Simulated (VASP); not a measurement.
Data:

```xyz
1
Lattice="0.0000 1.9431 1.9431 1.9431 0.0000 1.9431 1.9431 1.9431 0.0000" Properties=species:S:1:pos:R:3 pbc="T T T"
Pd     0.0000     0.0000     0.0000
```

The numbers are results of PBE GGA with D3 dispersion (zero damping), VASP's PBE PAW potentials (set 64) (plane waves; VASP), not measurements. Numerical set-up: 520 eV cut-off, Gaussian smearing of 0.050 eV, potentials Pd.

Question: Give the energies of bands 1 to 6 at the high-symmetry points, in eV from the Fermi level.

Answer: 
```csv
band,Γ,X,U,L,W
1,-7.16,-5.42,-4.75,-5.32,-4.34
2,-2.84,-5.13,-4.17,-2.89,-3.39
3,-2.84,-0.03,-1.97,-2.89,-3.39
4,-2.84,0.31,-0.94,-0.01,-1.32
5,-1.22,0.31,-0.14,-0.01,0.32
6,-1.22,3.37,7.16,1.02,8.96
```

It has no gap at this level: it comes out as a metal or semimetal.

The compound is Pd in the fcc structure. It was relaxed first.
